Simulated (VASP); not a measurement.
## NaLi16 (a cell with a defect): single point with PBE

NaLi16 (a cell with a defect):

```xyz
17
Lattice="6.9800 0.0000 0.0000 0.0000 6.9800 0.0000 0.0000 0.0000 6.9800" Properties=species:S:1:pos:R:3 pbc="T T T"
Li   -0.0492   -0.0052   -0.1780
Li    2.4950   -0.1423   -0.5025
Li   -0.0576    3.5187   -0.1984
Li    0.1691   -0.0360    3.7512
Li    1.7404    1.9319    1.7793
Li    3.7858    3.4999    0.1604
Li    3.1137   -0.1110    3.6813
Li    6.0608    2.1317    2.0330
Li   -0.1513    3.5707    3.9922
Li    1.6409    5.0123    1.7888
Li    1.8360    2.0182    5.1294
Li    3.7333    3.4729    3.3446
Li    5.7614    4.9984    1.9694
Li    4.9633    1.5926    5.2127
Li    1.8905    4.8047    5.1186
Li    4.9854    5.3825    5.2656
Na    4.3444    0.2474    1.2619
```

The cell was built by a generator and needn't be a form met in nature.

```
Program             : VASP 6.6.1
Task                : single point
Functional          : PBE
Potentials or basis : VASP PAW PBE potentials, release 64 (Li_sv, Na_pv)
Cutoff              : 520 eV
k mesh              : 2 × 2 × 2
Occupations         : fermi-dirac, width 0.05 eV
Spin                : no spin polarisation
```

| Property | Result |
| --- | --- |
| Largest force | 0.097 eV/Å |
| Band gap on the k mesh | none (metal or under the smearing width) |

Forces in eV/Å, atoms in the order of the input:
```
Li   0.013  0.004 -0.022
Li   0.039 -0.034  0.054
Li   0.040  0.000  0.017
Li   0.020 -0.021  0.028
Li  -0.011  0.009  0.008
Li  -0.028  0.018 -0.031
Li   0.055  0.005 -0.006
Li  -0.056 -0.071  0.035
Li   0.004  0.034  0.016
Li  -0.013 -0.011  0.019
Li  -0.030 -0.008 -0.026
Li  -0.019 -0.006  0.016
Li  -0.050  0.033 -0.012
Li   0.025  0.028 -0.032
Li   0.005 -0.016 -0.039
Li   0.020 -0.017  0.010
Na  -0.015  0.052 -0.036
```

Levels at points of the mesh, in eV from the Fermi level:
| k point | band 24 | band 25 | band 26 | band 27 | band 28 | band 29 | band 30 | band 31 |
| --- | --- | --- | --- | --- | --- | --- | --- | --- |
| (0.00, 0.00, 0.00) | -1.11 | -1.03 | -0.98 | 0.20 | 0.35 | 0.42 | 0.46 | 0.51 |
| (0.50, 0.00, 0.00) | -0.61 | -0.57 | -0.56 | -0.52 | -0.50 | -0.44 | 0.91 | 1.08 |
| (0.00, 0.50, 0.00) | -0.65 | -0.62 | -0.59 | -0.49 | -0.47 | -0.40 | 0.94 | 1.06 |
| (0.00, 0.00, 0.50) | -0.65 | -0.63 | -0.56 | -0.50 | -0.47 | -0.40 | 0.90 | 1.04 |
| (0.50, 0.50, 0.00) | -0.25 | -0.21 | -0.16 | 0.01 | 0.13 | 0.15 | 0.23 | 0.26 |
| (0.00, 0.50, 0.50) | -0.18 | -0.15 | -0.08 | -0.03 | 0.02 | 0.12 | 0.17 | 0.26 |
| (0.50, 0.00, 0.50) | -0.26 | -0.23 | -0.17 | 0.00 | 0.13 | 0.15 | 0.25 | 0.28 |
| (0.50, 0.50, 0.50) | -1.70 | -1.65 | -1.63 | -1.63 | 1.64 | 2.05 | 2.08 | 2.19 |

It took 3.7 min on 1 thread of AMD EPYC 7R13 Processor (Zen 3), with other jobs on the host, peak memory 0.35 GiB.

Caveat: the k mesh is coarse (spacing up to 0.45 Å⁻¹), so the values aren't converged.
